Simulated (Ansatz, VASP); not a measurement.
Given: the input of a run of Ansatz 0.2.0 on NaSb2Au.

Contents of input.yaml:

```yaml
crystal:
  lattice:
    - [4.3573, 0.0, 0.0]
    - [-2.17865, 3.77354, 0.0]
    - [0.0, 0.0, 6.81847]
  atoms:
    - { symbol: Na, position: [0.0, 0.0, 0.5] }
    - { symbol: Sb, position: [0.66667, 0.33333, 0.81632] }
    - { symbol: Sb, position: [0.33333, 0.66667, 0.18368] }
    - { symbol: Au, position: [0.0, 0.0, 0.0] }
hamiltonian:
  xc: pbe
  pseudopotentials: { kind: paw }
kpoints:
  mp_grid: { grid: [5, 5, 3] }
scf:
  occupations: { method: fermi_dirac, width: 0.05 }
output:
  forces: true
  stress: true
  eigenvalues: true
relax:
  f_tol: 0.01
  max_steps: 40
  cell: { stress_tol: 0.05 }
```

Potentials or basis: Ansatz PAW.

Run with:

```sh
$ ansatz run input.yaml --threads 2 --pin off --max-ram 5632MiB --backend cpu --events-out ev --progress --plain --runs-dir out
```

Problem. Set up the same calculation for VASP 6.6.1. Potentials there: VASP PAW PBE potentials, release 64 (Na_pv, Sb, Au).

Solution. As run (the cutoff follows the program's own potentials):

The input INCAR:

```
SYSTEM = NaSb2Au
ALGO = Fast
EDIFF = 1E-7
EDIFFG = -0.01
ENCUT = 600
GGA = PE
IBRION = 2
ISIF = 3
ISMEAR = -1
LASPH = .TRUE.
LCHARG = .FALSE.
LREAL = .FALSE.
LWAVE = .FALSE.
NELM = 60
NSW = 60
PREC = Accurate
SIGMA = 0.05
```

File KPOINTS:

```
k-points
0
G
  5 5 3
  0 0 0
```

POSCAR

```
NaSb2Au
1.0
    4.3573000000      0.0000000000      0.0000000000
   -2.1786500000      3.7735400000      0.0000000000
    0.0000000000      0.0000000000      6.8184700000
Na Sb Au
1 2 1
Direct
    0.0000000000      0.0000000000      0.5000000000
    0.6666700000      0.3333300000      0.8163200000
    0.3333300000      0.6666700000      0.1836800000
    0.0000000000      0.0000000000      0.0000000000
```

Potentials or basis: VASP PAW PBE potentials, release 64 (Na_pv, Sb, Au).

Command:

```bash
$ cat potpaw_PBE.64/Na_pv/POTCAR potpaw_PBE.64/Sb/POTCAR potpaw_PBE.64/Au/POTCAR > POTCAR
$ mpirun -np 1 vasp_std > vasp.out
```

Both were run:

|  | VASP | Ansatz | Ansatz less VASP |
| --- | --- | --- | --- |
| gap on the k mesh at the Fermi level, each at its own relaxed structure (eV) | none | none | - |
| relaxed volume (Å³/atom) | 27.78 | 27.81 | +0.033 |
| relaxed cell length with the largest relative difference (Å) | 4.407 | 4.410 | +0.0028 |
| energy change over the relaxation (meV/atom) | -2 | -2 | -0.3 |

A gap of «none» marks a metal or a gap that the smearing closes. The two sets of potentials don't hold the same shells in valence.

Caveats: the plane-wave basis is chosen anew once the cell has moved, so the energies of steps on either side of that aren't comparable (Ansatz). Spin-orbit coupling is left out, which matters for the levels of Au, Sb.
